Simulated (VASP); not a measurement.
Here is the system:

```xyz
2
Lattice="0.0000 2.6497 2.6497 2.6497 0.0000 2.6497 2.6497 2.6497 0.0000" Properties=species:S:1:pos:R:3 pbc="T T T"
Si     0.0000     0.0000     0.0000
Si     1.3248     1.3248     1.3248
```

Calculation: HSEsol screened hybrid, VASP's PBE PAW potentials (set 64) (plane waves; VASP 6.6.1). Run with 520 eV cut-off, 6×6×6 Γ-centred mesh, Gaussian smearing of 0.050 eV, potentials Si.

Q: What does the run give for the energy per atom (σ→0), pressure, band gap (on the k-mesh) with the smallest direct gap where there is one?

A: 
```json
{
  "band gap (on the k-mesh)": "1.08 eV",
  "smallest direct gap (on the k-mesh)": "3.34 eV",
  "energy per atom (σ→0)": "-6.465 eV/atom",
  "pressure": "75.1 kbar"
}
```

Total energies compare only between runs with the same potentials, cut-off and functional.

The compound is Si in the diamond structure. This cell is one point of a volume scan, at 0.91 of the reference volume. The cell's shape comes from a PBE relaxation.
